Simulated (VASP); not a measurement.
Output of a VASP run:

### OUTCAR
```
 ion  position               nearest neighbor table
   1  0.667  0.333  0.500-   4 2.65   4 2.65   4 2.65   3 2.65
   2  0.333  0.667  1.000-   3 2.65   3 2.65   3 2.65   4 2.65
   3  0.667  0.333  0.876-   2 2.65   2 2.65   2 2.65   1 2.65
   4  0.333  0.667  0.376-   1 2.65   1 2.65   1 2.65   2 2.65
  LATTYP: Found a hexagonal cell.
 ALAT       =     4.3315716914
 C/A-ratio  =     1.6298921660
 Subroutine PRICEL returns:
 Original cell was already a primitive cell.
 Subroutine GETGRP returns: Found 12 space group operations
The static configuration has the point symmetry C_3v.
 The point group associated with its full space group is C_6v.
The dynamic configuration has the point symmetry C_3v.
 Subroutine INISYM returns: Found 12 space group operations
 Subroutine IBZKPT returns following result:
 Found     24 irreducible k-points:

 Following reciprocal coordinates:
            Coordinates               Weight
  0.000000  0.000000  0.000000      1.000000
  0.142857 -0.000000  0.000000      6.000000
  0.285714  0.000000  0.000000      6.000000
  0.428571  0.000000  0.000000      6.000000
  0.142857  0.142857  0.000000      6.000000
  0.285714  0.142857  0.000000     12.000000
  0.428571  0.142857  0.000000      6.000000
  0.285714  0.285714  0.000000      6.000000
  0.000000  0.000000  0.250000      2.000000
  0.142857 -0.000000  0.250000     12.000000
  0.285714  0.000000  0.250000     12.000000
  0.428571  0.000000  0.250000     12.000000
  0.142857  0.142857  0.250000     12.000000
  0.285714  0.142857  0.250000     24.000000
  0.428571  0.142857  0.250000     12.000000
  0.285714  0.285714  0.250000     12.000000
  0.000000  0.000000  0.500000      1.000000
  0.142857 -0.000000  0.500000      6.000000
  0.285714  0.000000  0.500000      6.000000
  0.428571  0.000000  0.500000      6.000000
  0.142857  0.142857  0.500000      6.000000
  0.285714  0.142857  0.500000     12.000000
  0.428571  0.142857  0.500000      6.000000
  0.285714  0.285714  0.500000      6.000000
   k-points           NKPTS =     24   k-points in BZ     NKDIM =     24   number of bands    NBANDS=     22
   number of dos      NEDOS =    601   number of ions     NIONS =      4
   total plane-waves  NPLWV =  55296
   dimension x,y,z NGX =    32 NGY =   32 NGZ =   54
   dimension x,y,z NGXF=    64 NGYF=   64 NGZF=  108
   ions per type =               2   2
   PREC   = accura    normal or accurate (medium, high low for compatibility)
   ISTART =      0    job   : 0-new  1-cont  2-samecut
   ICHARG =      2    charge: 1-file 2-atom 10-const
   ISPIN  =      1    spin polarized calculation?
   LNONCOLLINEAR =      F non collinear calculations
   LSORBIT =      F    spin-orbit coupling
   INIWAV =      1    electr: 0-lowe 1-rand  2-diag
   ENCUT  =  520.0 eV  38.22 Ry    6.18 a.u.   8.05  8.05 13.13*2*pi/ulx,y,z
   NELM   =    100;   NELMIN=  2; NELMDL= -5     # of ELM steps
   EDIFF  = 0.1E-06   stopping-criterion for ELM
   LREAL  =      F    real-space projection
   NLSPLINE    = F    spline interpolate recip. space projectors
   LMAXMIX     =    4 max onsite mixed and CHGCAR
   VOSKOWN=      0    Vosko Wilk Nusair interpolation
   EDIFFG = 0.1E-05   stopping-criterion for IOM
   NSW    =      0    number of steps for IOM
   NBLOCK =      1;   KBLOCK =      1    inner block; outer block
   IBRION =     -1    ionic relax: 0-MD 1-quasi-New 2-CG
   NFREE  =      0    steps in history (QN), initial steepest desc. (CG)
   ISIF   =      2    stress and relaxation
   ISYM   =      2    0-nonsym 1-usesym 2-fastsym
   TEIN   =    0.0    initial temperature
   TEBEG  =    0.0;   TEEND  =   0.0 temperature during run
   SMASS  =  -3.00    Nose mass-parameter (am)
   PSTRESS=    0.0 pullay stress
   NELECT =      36.0000    total number of electrons
   EFERMI =   0.00;   METHOD = LEGACY
   ISMEAR =    -5;   SIGMA  =   0.20  broadening in eV -4-tet -1-fermi 0-gaus
   IALGO  =     38    algorithm
   LDIAG  =      T    sub-space diagonalisation (order eigenvalues)
...
```

### OSZICAR
```
       N       E                     dE             d eps       ncg     rms          rms(c)
DAV:   1     0.181379066076E+03    0.18138E+03   -0.17573E+04  1056   0.150E+03
DAV:   2    -0.666361057106E+02   -0.24802E+03   -0.24283E+03  1190   0.352E+02
DAV:   3    -0.802862099917E+02   -0.13650E+02   -0.13609E+02  1284   0.839E+01
DAV:   4    -0.804025706468E+02   -0.11636E+00   -0.11632E+00  1170   0.766E+00
DAV:   5    -0.804035575213E+02   -0.98687E-03   -0.98685E-03  1242   0.645E-01    0.845E+00
DAV:   6    -0.741445807206E+02    0.62590E+01   -0.67408E+00  1212   0.346E+01    0.979E+00
DAV:   7    -0.721613690018E+02    0.19832E+01   -0.63067E-01  1056   0.841E+00    0.721E+00
DAV:   8    -0.724751556543E+02   -0.31379E+00   -0.59362E-01  1056   0.793E+00    0.734E-01
DAV:   9    -0.699198128740E+02    0.25553E+01   -0.12172E+00  1080   0.786E+00    0.822E-01
DAV:  10    -0.700547103037E+02   -0.13490E+00   -0.68311E-02  1098   0.224E+00    0.807E-01
DAV:  11    -0.700527266159E+02    0.19837E-02   -0.81107E-03  1242   0.817E-01    0.918E-01
DAV:  12    -0.702338318337E+02   -0.18111E+00   -0.53403E-02  1122   0.133E+00    0.390E-01
DAV:  13    -0.706186996262E+02   -0.38487E+00   -0.27119E-01  1122   0.327E+00    0.449E-01
DAV:  14    -0.706196405773E+02   -0.94095E-03   -0.64192E-02  1116   0.210E+00    0.292E-01
DAV:  15    -0.706316572506E+02   -0.12017E-01   -0.82470E-03  1092   0.713E-01    0.889E-02
DAV:  16    -0.706390732464E+02   -0.74160E-02   -0.42809E-03  1122   0.397E-01    0.964E-02
DAV:  17    -0.706418076152E+02   -0.27344E-02   -0.89286E-04  1086   0.294E-01    0.683E-02
DAV:  18    -0.706429346611E+02   -0.11270E-02   -0.28746E-03  1056   0.434E-01    0.451E-02
DAV:  19    -0.706438237016E+02   -0.88904E-03   -0.50335E-04  1056   0.202E-01    0.314E-02
DAV:  20    -0.706437092322E+02    0.11447E-03   -0.20671E-04  1080   0.123E-01    0.228E-02
DAV:  21    -0.706438245557E+02   -0.11532E-03   -0.11547E-04  1068   0.105E-01    0.134E-02
DAV:  22    -0.706438555774E+02   -0.31022E-04   -0.20195E-05  1206   0.339E-02    0.108E-02
DAV:  23    -0.706438654678E+02   -0.98903E-05   -0.68421E-06  1074   0.209E-02    0.101E-02
DAV:  24    -0.706438650895E+02    0.37825E-06   -0.14329E-06  1176   0.703E-03    0.576E-03
DAV:  25    -0.706438649113E+02    0.17823E-06   -0.83160E-07  1146   0.458E-03    0.243E-03
DAV:  26    -0.706438651222E+02   -0.21091E-06   -0.67573E-08   642   0.223E-03    0.166E-03
DAV:  27    -0.706438651327E+02   -0.10496E-07   -0.26068E-08   600   0.180E-03
   1 F= -.70643865E+02 E0= -.70643865E+02  d E =0.000000E+00
       N       E                     dE             ncg
       N       E                     dE             ncg
       N       E                     dE             ncg
```

**OUTCAR**
```
------------------------ aborting loop because EDIFF is reached ----------------------------------------
  FORCE on cell =-STRESS in cart. coord.  units (eV):
  Direction    XX          YY          ZZ          XY          YZ          ZX
  --------------------------------------------------------------------------------------
  Total       -0.0980393     -0.0980393     -0.0674115      0.0000000      0.0000000      0.0000000
  in kB       -1.3692562     -1.3692561     -0.9414959      0.0000000      0.0000000      0.0000000
  external PRESSURE =      -1.2266694 kB  Pullay stress =       0.0000000 kB
  volume of cell :      114.72
      direct lattice vectors                 reciprocal lattice vectors
     2.165785950 -3.751251063  0.000000000     0.230863073 -0.133288866  0.000000000
     2.165785950  3.751251063  0.000000000     0.230863073  0.133288866  0.000000000
     0.000000000  0.000000000  7.059994766     0.000000000  0.000000000  0.141643164
  FREE ENERGIE OF THE ION-ELECTRON SYSTEM (eV)
  ---------------------------------------------------
  free  energy   TOTEN  =       -70.6438651327 eV

  energy  without entropy=      -70.6438651327  energy(sigma->0) =      -70.64386513

 total charge

# of ion       s       p       d       tot
------------------------------------------
    1        0.417   0.296   9.570  10.283
    2        0.417   0.296   9.570  10.283
    3        1.438   2.438   0.021   3.897
    4        1.438   2.438   0.021   3.897
--------------------------------------------------
tot          3.709   5.468  19.182  28.359

 Electric field gradients after diagonalization (V/A^2)
 (convention: |V_zz| > |V_xx| > |V_yy|)
----------------------------------------------------------------------
 ion       V_xx      V_yy      V_zz     asymmetry (V_yy - V_xx)/ V_zz
----------------------------------------------------------------------
   1      -1.236    -1.233     2.469       0.001
   2      -1.236    -1.233     2.469       0.001
   3      -0.591    -0.590     1.181       0.001
   4      -0.591    -0.590     1.181       0.001
```
(Selected blocks of OUTCAR.)

File POSCAR:
```
CdSe
1
    2.1657859503    -3.7512510627    -0.0000000000
    2.1657859503     3.7512510627    -0.0000000000
    0.0000000000     0.0000000000     7.0599947664
Cd Se
2 2
Direct
  0.6666670000   0.3333330000   0.4999928404
  0.3333330000   0.6666670000   0.9999928404
  0.6666670000   0.3333330000   0.8760071596
  0.3333330000   0.6666670000   0.3760071596
```

**Question.** Write an INCAR and KPOINTS that could have produced this output.

**Answer.** This is not unique; one that fits is the input of the run itself, r2SCAN+rVV10, plane waves, VASP's PBE PAW potentials (set 64).

### KPOINTS_OPT
```
k-points along high-symmetry lines
6
Line-mode
Reciprocal
  0.000000   0.000000   0.000000 ! GAMMA
  0.000000   0.500000   0.000000 ! M

  0.000000   0.500000   0.000000 ! M
 -0.333333   0.666667   0.000000 ! K

 -0.333333   0.666667   0.000000 ! K
  0.000000   0.000000   0.000000 ! GAMMA

  0.000000   0.000000   0.000000 ! GAMMA
  0.000000   0.000000   0.500000 ! A

  0.000000   0.000000   0.500000 ! A
  0.000000   0.500000   0.500000 ! L

  0.000000   0.500000   0.500000 ! L
 -0.333333   0.666667   0.500000 ! H

 -0.333333   0.666667   0.500000 ! H
  0.000000   0.000000   0.500000 ! A

  0.000000   0.500000   0.500000 ! L
  0.000000   0.500000   0.000000 ! M

 -0.333333   0.666667   0.500000 ! H
 -0.333333   0.666667   0.000000 ! K
```

**INCAR**
```
! general
SYSTEM    =  CdSe
PREC      =  Accurate
ENCUT     =  520
LREAL     =  .FALSE.
LASPH     =  .TRUE.

! electronic loop
EDIFF     =  1E-7
NELM      =  100
ALGO      =  Normal
LMAXMIX   =  4
LMIXTAU   =  .TRUE.

! smearing
ISMEAR    =  -5

! functional
METAGGA   =  R2SCAN
LUSE_VDW  =  .TRUE.
BPARAM    =  11.95
CPARAM    =  0.0093

! ions
ISIF      =  2

! output
LWAVE     =  .FALSE.
LCHARG    =  .FALSE.
LORBIT    =  11
NEDOS     =  601

! other
LEFG      =  .TRUE.
```

File KPOINTS:
```
Automatic mesh
0
Gamma
7 7 4
0 0 0
```

POTCAR, in this order: Cd Se (PBE.64 set). Program: vasp_std.

The compound is CdSe in the wurtzite structure. It was relaxed first.
